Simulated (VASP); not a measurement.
A convergence study with VASP on PbF2 (fluorite): one setting is varied, all else stays as given below, so the limit is that of these other settings.

```yaml
crystal:
  lattice:
    - [0.00000, 2.97000, 2.97000]
    - [2.97000, 0.00000, 2.97000]
    - [2.97000, 2.97000, 0.00000]
  atoms:
    - { symbol: Pb, position: [0.00000, 0.00000, 0.00000] }
    - { symbol: F, position: [0.25000, 0.25000, 0.25000] }
    - { symbol: F, position: [0.75000, 0.75000, 0.75000] }
```

All values below come from PBE GGA, VASP's PBE PAW potentials (set 64) (plane waves; VASP). The tightest run used: 700 eV cut-off, 15×15×15 Γ-centred mesh, Gaussian smearing of 0.050 eV, potentials Pb_d F.

```tsv
setting	E (eV/atom)	pressure (GPa)	irreducible k-points
1×1×1 mesh	-4.6194	3.96	1
2×2×2 mesh	-4.7574	2.39	3
4×4×4 mesh	-4.7823	1.90	8
```

Problem. These are the cheaper rows. Estimate the results at 15×15×15 mesh, and how far the last row shown lies from them.

Solution. 
```tsv
quantity	tightest run	last row shown is off by
E (eV/atom)	-4.7824	0.0001
pressure (GPa)	1.90	0.00
```

Left out are rungs that failed or repeat a setting and relaxations that didn't move; long series are thinned to 24 rows.

The compound is PbF2 in the fluorite structure, the β form. The cell was not relaxed at this level.
